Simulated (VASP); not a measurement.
# A VASP study of YB6 (LDA): structure first, properties next, part 3 of 6

Aim: relax YB6, then compute properties on the relaxed cell. The start is a computed cell from the Materials Project.

VASP 6.6.1; LDA; plane waves and PAW (Y_sv, B).

Still holding for the runs below: This run has no spin polarisation. Its electron count is odd, so without a moment it is a metal by construction.

So far. Step 3 (Second relaxation): It ends with a largest force of 0.001 eV/Å and a pressure of -0.04 GPa. The volume moved by under 0.01 %: the run met its threshold at the first step. Step 4 (Single point with fields (LDA)): In this run the pressure is -0.03 GPa, small enough to go on.

### Step 5. Band structure (LDA)

The mesh alone shows little of the dispersion and can miss band extrema, so KPOINTS_OPT adds a path through the symmetry points after the self-consistent cycle.

File INCAR:

```
SYSTEM = YB6
PREC = Accurate
ENCUT = 420
EDIFF = 1E-06
NELM = 100
ISMEAR = 0
SIGMA = 0.05
LREAL = .FALSE.
ALGO = Normal
GGA = CA
NBANDS = 32
LASPH = .TRUE.
LORBIT = 11
LWAVE = .FALSE.
LCHARG = .FALSE.
KPAR = 4
```

File POSCAR:

```
YB6
1.0
    4.0432794235      0.0000000000      0.0000000000
    0.0000000000      4.0432794235      0.0000000000
    0.0000000000      0.0000000000      4.0432794235
Y B
1 6
Direct
    0.0000000000      0.0000000000      0.0000000000
    0.8009732135      0.5000000000      0.5000000000
    0.1990267865      0.5000000000      0.5000000000
    0.5000000000      0.5000000000      0.8009732135
    0.5000000000      0.5000000000      0.1990267865
    0.5000000000      0.1990267865      0.5000000000
    0.5000000000      0.8009732135      0.5000000000
```

File KPOINTS:

```
Automatic mesh
0
Gamma
6 6 6
0 0 0
```

File KPOINTS_OPT:

```
Line mode
12
Line-mode
Reciprocal
  0.00000000   0.00000000   0.00000000 GAMMA
  0.00000000   0.50000000   0.00000000 X

  0.00000000   0.50000000   0.00000000 X
  0.50000000   0.50000000   0.00000000 M

  0.50000000   0.50000000   0.00000000 M
  0.00000000   0.00000000   0.00000000 GAMMA

  0.00000000   0.00000000   0.00000000 GAMMA
  0.50000000   0.50000000   0.50000000 R

  0.50000000   0.50000000   0.50000000 R
  0.00000000   0.50000000   0.00000000 X

  0.50000000   0.50000000   0.00000000 M
  0.50000000   0.50000000   0.50000000 R
```

Potentials, in the order of the species: Y_sv and B (LDA family, release 64).

Run with:

```console
> mpirun -np 4 vasp_std
```

Log:

```text
[... set-up lines as in an earlier step ...]
 entering main loop
       N       E                     dE             d eps       ncg     rms          rms(c)
DAV:   1     0.561497042569E+02    0.56150E+02   -0.11436E+04  1280   0.717E+02
DAV:   2    -0.601794970553E+02   -0.11633E+03   -0.11069E+03  1592   0.190E+02
DAV:   3    -0.643490351623E+02   -0.41695E+01   -0.41331E+01  1816   0.281E+01
DAV:   4    -0.644070680968E+02   -0.58033E-01   -0.57956E-01  1552   0.289E+00
DAV:   5    -0.644080955173E+02   -0.10274E-02   -0.10274E-02  1656   0.359E-01    0.156E+01
DAV:   6    -0.556422876276E+02    0.87658E+01   -0.51731E+00  1512   0.151E+01    0.140E+01
DAV:   7    -0.546404578397E+02    0.10018E+01   -0.28662E+00  1688   0.777E+00    0.123E+01
DAV:   8    -0.551259765311E+02   -0.48552E+00   -0.16135E+00  1416   0.625E+00    0.564E+00
DAV:   9    -0.546112060349E+02    0.51477E+00   -0.72870E-01  1432   0.453E+00    0.463E-01
DAV:  10    -0.546144324164E+02   -0.32264E-02   -0.69061E-02  1568   0.107E+00    0.143E+00
DAV:  11    -0.546132941363E+02    0.11383E-02   -0.92514E-04  1520   0.148E-01    0.871E-01
DAV:  12    -0.546121453859E+02    0.11488E-02   -0.21229E-03  1472   0.232E-01    0.154E-01
DAV:  13    -0.546121439207E+02    0.14652E-05   -0.24922E-04  1624   0.668E-02    0.462E-02
DAV:  14    -0.546121431509E+02    0.76974E-06   -0.28789E-06  1648   0.888E-03
   1 F= -.54612143E+02 E0= -.54611514E+02  d E =-.125872E-02
 Start KPOINTS_OPT (optional k-point list driver)
k-point batch [1-20\72]
       N       E                     dE             ncg
DAV:   1    -0.133504961643E+04   -0.10760E+05     1280
DAV:   2    -0.350051718474E+04   -0.21655E+04     1640
DAV:   3    -0.357940668566E+04   -0.78890E+02     1816
DAV:   4    -0.358042785112E+04   -0.10212E+01     1528
DAV:   5    -0.358044002111E+04   -0.12170E-01     1616
DAV:   6    -0.358044017428E+04   -0.15317E-03     1568
DAV:   7    -0.358044017644E+04   -0.21564E-05     1560
DAV:   8    -0.358044017648E+04   -0.44262E-07     1120
[...]
k-point batch [61-72\72]
       N       E                     dE             ncg
DAV:   1     0.501651743428E+04   -0.11958E+05      776
DAV:   2     0.367116488672E+04   -0.13454E+04      984
DAV:   3     0.362018700949E+04   -0.50978E+02     1048
DAV:   4     0.361932412909E+04   -0.86288E+00      856
DAV:   5     0.361931035799E+04   -0.13771E-01      936
DAV:   6     0.361930997430E+04   -0.38369E-03      896
DAV:   7     0.361930994708E+04   -0.27217E-04      952
DAV:   8     0.361930994676E+04   -0.32703E-06      600
```

Run time: 16 s. Hardware: 4 MPI ranks of Intel Xeon 6975P-C (Granite Rapids), shared host; peak memory 0.69 GiB.

From OUTCAR (step 5):

```text
   k-points           NKPTS =     20   k-points in BZ     NKDIM =     20   number of bands    NBANDS=     32

   NELECT =      29.0000    total number of electrons

 E-fermi :   6.8332

 k-point     1 :       0.0000    0.0000    0.0000
  band No.  band energies     occupation
    ...
     10      -0.2455      2.00000
     11      -0.2455      2.00000
     12       4.7607      2.00000
     13       4.7607      2.00000
     14       4.7607      2.00000
     15       7.8478      0.00000
     16       7.8478      0.00000
     17       7.9249      0.00000
     18       7.9249      0.00000
     19       7.9249      0.00000
    ...

  Total       -0.0107522     -0.0107522     -0.0107522      0.0000000      0.0000000     -0.0000000
  in kB       -0.2606187     -0.2606187     -0.2606187      0.0000000      0.0000000     -0.0000000
  external PRESSURE =      -0.2606187 kB  Pullay stress =       0.0000000 kB

 POSITION                                       TOTAL-FORCE (eV/Angst)
 -----------------------------------------------------------------------------------
      0.00000      0.00000      0.00000        -0.000000      0.000000      0.000000
      3.23856      2.02164      2.02164        -0.000856      0.000000      0.000000
      0.80472      2.02164      2.02164         0.000856      0.000000     -0.000000
      2.02164      2.02164      3.23856        -0.000000      0.000000     -0.000856
      2.02164      2.02164      0.80472         0.000000      0.000000      0.000856
      2.02164      0.80472      2.02164        -0.000000      0.000856     -0.000000
      2.02164      3.23856      2.02164         0.000000     -0.000856      0.000000
 -----------------------------------------------------------------------------------
    total drift:                               -0.000000     -0.000000     -0.000000

  FREE ENERGIE OF THE ION-ELECTRON SYSTEM (eV)
  ---------------------------------------------------
  free  energy   TOTEN  =       -54.6121431509 eV

  energy  without entropy=      -54.6108844260  energy(sigma->0) =      -54.61151379

[... 8 parts as in an earlier step ...]

[... 8 further parts left out ...]
```

This step gave:

```yaml
bands: 32
pressure: -0.02606 GPa
```

Electronic bands along the path, in eV, zero at the Fermi level; # counts the bands kept, so #1 is VASP's band 6:

```tsv
point	#6	#7	#8	#9	#10	#11	#12	#13
Γ	-7.08	-2.07	-2.07	-2.07	1.01	1.01	1.09	1.09
0.45 of the way	-5.23	-3.11	-3.11	-1.83	-1.37	1.48	1.84	1.84
X	-4.00	-4.00	-3.45	-2.74	-1.39	1.21	1.21	1.49
0.55 of the way	-4.47	-4.40	-3.50	-3.23	-0.74	1.35	2.44	2.76
M	-4.76	-4.76	-3.07	-3.07	1.59	1.59	1.87	2.34
0.45 of the way	-4.77	-4.36	-3.98	-2.88	-0.04	0.11	2.04	2.16
Γ	-7.08	-2.07	-2.07	-2.07	1.01	1.01	1.09	1.09
0.45 of the way	-4.74	-4.51	-4.51	-3.56	0.96	0.96	2.24	2.33
R	-6.02	-2.62	-2.62	-2.62	2.69	2.88	2.88	3.25
0.55 of the way	-5.39	-4.37	-3.75	-3.00	0.14	1.87	2.20	2.58
X	-4.00	-4.00	-3.45	-2.74	-1.39	1.21	1.21	1.49
jump to M	-4.76	-4.76	-3.07	-3.07	1.59	1.59	1.87	2.34
0.45 of the way	-5.42	-4.58	-2.77	-2.77	2.24	2.49	2.49	2.54
R	-6.02	-2.62	-2.62	-2.62	2.69	2.88	2.88	3.25
```

Of the projections kept (Y, B), the largest for each band there; the rest of the weight can lie on other orbitals:

```tsv
point	#6	#7	#8	#9	#10	#11	#12	#13
Γ	B 0.90	B 0.78	B 0.78	B 0.78	Y 0.77	Y 0.77	B 0.91	B 0.91
X	B 0.89	B 0.89	B 0.96	Y 0.67	B 0.97	Y 0.62	Y 0.62	Y 1.00
M	B 0.77	B 0.77	B 0.99	B 0.99	B 0.66	B 0.66	Y 0.92	Y 0.92
Γ	B 0.90	B 0.78	B 0.78	B 0.78	Y 0.77	Y 0.77	B 0.91	B 0.91
R	B 0.79	B 0.99	B 0.99	B 0.99	Y 1.00	Y 1.00	Y 1.00	Y 0.87
X	B 0.89	B 0.89	B 0.96	Y 0.67	B 0.97	Y 0.62	Y 0.62	Y 1.00
```

There is no gap at this level.

Of the bands kept, 1 crosses the Fermi level on this path.

### Step 6. Density of states (LDA)

Here the states are counted by energy and projected on the atoms. The mesh is finer than in the run before.

Edit INCAR of step 5 so:

```diff
@@ -5,3 +5,3 @@
 NELM = 100
-ISMEAR = 0
+ISMEAR = -5
 SIGMA = 0.05
@@ -16 +16,2 @@
 KPAR = 4
+NEDOS = 2001
```

POSCAR is that of step 5.

File KPOINTS:

```
Automatic mesh
0
Gamma
8 8 8
0 0 0
```

Run with:

```console
> mpirun -np 4 vasp_std
```

Log:

```text
[... set-up lines as in an earlier step ...]
 entering main loop
       N       E                     dE             d eps       ncg     rms          rms(c)
DAV:   1     0.591126681097E+02    0.59113E+02   -0.11452E+04  2240   0.719E+02
DAV:   2    -0.600232663634E+02   -0.11914E+03   -0.11352E+03  2752   0.190E+02
DAV:   3    -0.643403340448E+02   -0.43171E+01   -0.42774E+01  3184   0.288E+01
DAV:   4    -0.644088301050E+02   -0.68496E-01   -0.68420E-01  2704   0.321E+00
DAV:   5    -0.644100506329E+02   -0.12205E-02   -0.12197E-02  2896   0.403E-01    0.156E+01
DAV:   6    -0.556573697684E+02    0.87527E+01   -0.52574E+00  2672   0.152E+01    0.139E+01
DAV:   7    -0.546579574480E+02    0.99941E+00   -0.29132E+00  2976   0.782E+00    0.123E+01
DAV:   8    -0.551239291759E+02   -0.46597E+00   -0.15795E+00  2472   0.623E+00    0.532E+00
DAV:   9    -0.546277963116E+02    0.49613E+00   -0.68716E-01  2448   0.446E+00    0.476E-01
DAV:  10    -0.546303984704E+02   -0.26022E-02   -0.64740E-02  2752   0.105E+00    0.143E+00
DAV:  11    -0.546291787407E+02    0.12197E-02   -0.96587E-04  2656   0.153E-01    0.841E-01
DAV:  12    -0.546280598274E+02    0.11189E-02   -0.20475E-03  2576   0.228E-01    0.138E-01
DAV:  13    -0.546280629000E+02   -0.30726E-05   -0.23963E-04  2808   0.660E-02    0.402E-02
DAV:  14    -0.546280604665E+02    0.24336E-05   -0.28156E-06  2848   0.869E-03    0.193E-02
DAV:  15    -0.546280621111E+02   -0.16446E-05   -0.14566E-06  2440   0.536E-03    0.133E-02
DAV:  16    -0.546280609289E+02    0.11822E-05   -0.40127E-07  1760   0.325E-03    0.561E-03
DAV:  17    -0.546280613228E+02   -0.39393E-06   -0.11724E-07  1432   0.156E-03
   1 F= -.54628061E+02 E0= -.54628061E+02  d E =0.000000E+00
 -----------------------------------------------------------------------------
|                                                                             |
|           W    W    AA    RRRRR   N    N  II  N    N   GGGG   !!!           |
|           W    W   A  A   R    R  NN   N  II  NN   N  G    G  !!!           |
|           W    W  A    A  R    R  N N  N  II  N N  N  G       !!!           |
|           W WW W  AAAAAA  RRRRR   N  N N  II  N  N N  G  GGG   !            |
|           WW  WW  A    A  R   R   N   NN  II  N   NN  G    G                |
|           W    W  A    A  R    R  N    N  II  N    N   GGGG   !!!           |
|                                                                             |
|     Tetrahedron method does not include variations of the Fermi             |
|     occupations, so forces and stress will be inaccurate. We suggest        |
|     using a different smearing scheme ISMEAR = 1 or 2 for metals in         |
|     relaxations.                                                            |
|                                                                             |
 -----------------------------------------------------------------------------
```

It took 13 s on 4 MPI ranks; peak memory 0.71 GiB.

From OUTCAR (step 6):

```text
   k-points           NKPTS =     35   k-points in BZ     NKDIM =     35   number of bands    NBANDS=     32

   NELECT =      29.0000    total number of electrons

 E-fermi :   6.8102

 k-point     1 :       0.0000    0.0000    0.0000
  band No.  band energies     occupation
    ...
     10      -0.2446      2.00000
     11      -0.2446      2.00000
     12       4.7604      2.00000
     13       4.7604      2.00000
     14       4.7604      2.00000
     15       7.8471     -0.69827
     16       7.8471      0.00000
     17       7.9251      0.00000
     18       7.9251      0.00000
     19       7.9251      0.00000
    ...

  Total       -0.0163910     -0.0163910     -0.0163910      0.0000000      0.0000000     -0.0000000
  in kB       -0.3972972     -0.3972972     -0.3972972      0.0000000      0.0000000     -0.0000000
  external PRESSURE =      -0.3972972 kB  Pullay stress =       0.0000000 kB

 POSITION                                       TOTAL-FORCE (eV/Angst)
 -----------------------------------------------------------------------------------
      0.00000      0.00000      0.00000         0.000000      0.000000      0.000000
      3.23856      2.02164      2.02164         0.010985      0.000000      0.000000
      0.80472      2.02164      2.02164        -0.010985      0.000000      0.000000
      2.02164      2.02164      3.23856         0.000000      0.000000      0.010985
      2.02164      2.02164      0.80472        -0.000000      0.000000     -0.010985
      2.02164      0.80472      2.02164        -0.000000     -0.010985      0.000000
      2.02164      3.23856      2.02164         0.000000      0.010985      0.000000
 -----------------------------------------------------------------------------------
    total drift:                                0.000000     -0.000000     -0.000000

  FREE ENERGIE OF THE ION-ELECTRON SYSTEM (eV)
  ---------------------------------------------------
  free  energy   TOTEN  =       -54.6280613228 eV

  energy  without entropy=      -54.6280613228  energy(sigma->0) =      -54.62806132

[... 6 parts as in an earlier step ...]

[... 10 further parts left out ...]
```

With tetrahedra the forces and stress of a metal are not exact derivatives of the energy.

This step gave:

- SCF cycles: 17
- irreducible k-points: 35
- free energy (TOTEN): -54.6281 eV
- Fermi energy: 6.810 eV
- pressure: -0.03973 GPa
- DOS at the Fermi level: 0.8292 states/eV/cell

The density of states has structure finer than the step of the table below, so its rows give means over 1 eV, whole bins alone (the curve runs from -12.0 to 2.83 eV). Peaks (eV: height): total -5.6: 3.79, -4.7: 4.51, -3.2: 3.88, 2.3: 5.86; B p -10.3: 0.698, -5.6: 1.75, -4.7: 2.21, -3.2: 2.67; Y d 2.3: 3.67; B s -10.3: 1.36, -9.6: 0.875, -5.7: 0.346, -4.4: 0.289; Y p -10.4: 0.0941, -9.6: 0.0724, -5.6: 0.152, -4.7: 0.0993.

States under -12.0 eV and over 2.8 eV are left out. Table of density of states by energy, zero at the Fermi level; means over each step; values in states/eV/cell:

```tsv
energy (eV)	total	B p	Y d	B s	Y p	Y s
-11	0.786	0.155	0.00597	0.299	0.0140	0.0204
-10	2.48	0.529	0.0400	0.986	0.0669	0.0227
-9	1.58	0.460	0.0345	0.547	0.0404	0.00268
-8	1.27	0.475	0.0384	0.353	0.0189	0.00117
-7	1.11	0.517	0.0396	0.179	0.0191	0.00852
-6	2.53	1.15	0.102	0.273	0.0708	0.0320
-5	2.44	1.19	0.145	0.161	0.0670	0.00954
-4	2.71	1.52	0.130	0.164	0.0382	0.00468
-3	2.60	1.72	0.0732	0.0880	0.0172	0.00533
-2	0.589	0.285	0.0630	0.0104	0.00575	0.00146
-1	0.484	0.121	0.144	0.00785	0.00107	0.00230
0	0.794	0.183	0.267	0.0174	0.00505	0.00626
1	1.66	0.334	0.623	0.0745	0.0352	0.00744
2	3.84	0.458	2.18	0.162	0.0445	0.0479
```

The finer mesh and the other smearing move the Fermi level by -0.02 eV from the 6×6×6 run, a small shift, which tests the Fermi level alone. Of the states within 0.3 eV of the Fermi level, the largest shares in the PAW spheres are Y d 33 % and B p 23 %. The rest lies in smaller channels or between the spheres.

(Continued in part 4 of 6.)

[Lines on the potential files, build, host, timing and source positions are cut from VASP's logs without a mark.]

[Logs are printed without paths, hosts, clocks, repeated set-up lines and the standing remarks that a program may print on its own settings, such as how far it seeks lower states.]

[Hosts, paths, dates, database ids (printed as entryN), source tags and the programs' standing remarks are cut or masked in the printed files.]

[A measured line is paired with the nearest computed mode of its activity, which favours agreement.]
